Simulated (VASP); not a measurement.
Method: LDA (Ceperley-Alder, Perdew-Zunger), VASP's LDA PAW potentials (set 64) (plane waves; VASP).

VASP input:

File POSCAR:
```
La
1
    1.7917901109    -3.1034717024     0.0000000000
    1.7917901109     3.1034717024    -0.0000000000
    0.0000000000     0.0000000000    11.5253854102
La
4
Direct
  0.0000000000   0.0000000000   0.5000000000
  0.0000000000   0.0000000000   1.0000000000
  0.3333330000   0.6666670000   0.2500000000
  0.6666670000   0.3333330000   0.7500000000
```

### KPOINTS
```
Automatic mesh
0
Gamma
9 9 3
0 0 0
```

### INCAR
```
SYSTEM  =  La
PREC  =  Accurate; ENCUT  =  400; LREAL  =  .FALSE.
LASPH  =  .TRUE.
EDIFF  =  1E-8; NELM  =  100; ALGO  =  Normal
LMAXMIX  =  6
ISMEAR  =  1; SIGMA  =  0.1
IBRION  =  1; NSW  =  30; ISIF  =  2
EDIFFG  =  -0.001
LWAVE  =  .FALSE.; LCHARG  =  .FALSE.
```

POTCAR, in this order: La (LDA.64 set). Program: vasp_std.

Output of the run:

### OSZICAR
```
       N       E                     dE             d eps       ncg     rms          rms(c)
DAV:   1     0.523033946696E+03    0.52303E+03   -0.12683E+04  1256   0.194E+03
DAV:   2     0.946542627345E+02   -0.42838E+03   -0.42346E+03  1872   0.450E+02
DAV:   3    -0.677643862893E+01   -0.10143E+03   -0.10051E+03  2308   0.262E+02
DAV:   4    -0.201371303301E+02   -0.13361E+02   -0.13106E+02  2312   0.930E+01
DAV:   5    -0.221875281569E+02   -0.20504E+01   -0.20052E+01  2440   0.315E+01    0.588E+00
DAV:   6    -0.223422780714E+02   -0.15475E+00   -0.28072E+00  2384   0.123E+01    0.295E+00
DAV:   7    -0.223255807845E+02    0.16697E-01   -0.46212E-01  2456   0.429E+00    0.671E-01
DAV:   8    -0.223289574104E+02   -0.33766E-02   -0.70013E-02  2408   0.162E+00    0.235E-01
DAV:   9    -0.223300841200E+02   -0.11267E-02   -0.14300E-02  2368   0.715E-01    0.177E-01
DAV:  10    -0.223302574175E+02   -0.17330E-03   -0.23237E-03  2288   0.302E-01    0.330E-02
DAV:  11    -0.223302812713E+02   -0.23854E-04   -0.37703E-04  2496   0.952E-02    0.131E-02
DAV:  12    -0.223302864829E+02   -0.52116E-05   -0.81380E-05  2320   0.385E-02    0.238E-03
DAV:  13    -0.223302886442E+02   -0.21614E-05   -0.18736E-05  2320   0.144E-02    0.948E-04
DAV:  14    -0.223302891269E+02   -0.48269E-06   -0.44074E-06  1968   0.603E-03    0.453E-04
DAV:  15    -0.223302892399E+02   -0.11300E-06   -0.10774E-06  1408   0.307E-03    0.489E-04
DAV:  16    -0.223302892648E+02   -0.24901E-07   -0.28693E-07  1320   0.228E-03    0.138E-04
DAV:  17    -0.223302892737E+02   -0.88785E-08   -0.80191E-08  1248   0.112E-03
   1 F= -.22330289E+02 E0= -.22329378E+02  d E =-.223303E+02
```

### OUTCAR
```
------------------------ aborting loop because EDIFF is reached ----------------------------------------
  FORCE on cell =-STRESS in cart. coord.  units (eV):
  Direction    XX          YY          ZZ          XY          YZ          ZX
  --------------------------------------------------------------------------------------
  Total        0.0383093      0.0383093     -0.0091337      0.0000000      0.0000000      0.0000000
  in kB        0.4788441      0.4788442     -0.1141654      0.0000000      0.0000000      0.0000000
  external PRESSURE =       0.2811743 kB  Pullay stress =       0.0000000 kB
  volume of cell :      128.18
      direct lattice vectors                 reciprocal lattice vectors
     1.791790111 -3.103471702  0.000000000     0.279050541 -0.161109895  0.000000000
     1.791790111  3.103471702  0.000000000     0.279050541  0.161109895  0.000000000
     0.000000000  0.000000000 11.525385410     0.000000000  0.000000000  0.086764994
 POSITION                                       TOTAL-FORCE (eV/Angst)
 -----------------------------------------------------------------------------------
      0.00000      0.00000      5.76269         0.000000      0.000000      0.000000
      0.00000      0.00000      0.00000         0.000000      0.000000      0.000000
      1.79179      1.03449      2.88135        -0.000000      0.000000      0.000000
      1.79179     -1.03449      8.64404         0.000000     -0.000000     -0.000000
 -----------------------------------------------------------------------------------
    total drift:                               -0.000000     -0.000000      0.000000
  FREE ENERGIE OF THE ION-ELECTRON SYSTEM (eV)
  ---------------------------------------------------
  free  energy   TOTEN  =       -22.3302892737 eV

  energy  without entropy=      -22.3275564136  energy(sigma->0) =      -22.32937832

 reached required accuracy - stopping structural energy minimisation
```
(Selected blocks of OUTCAR.)

The compound is La in the dhcp structure. It was relaxed first, which changed the volume by -14 %. The start is the result of an earlier pass.
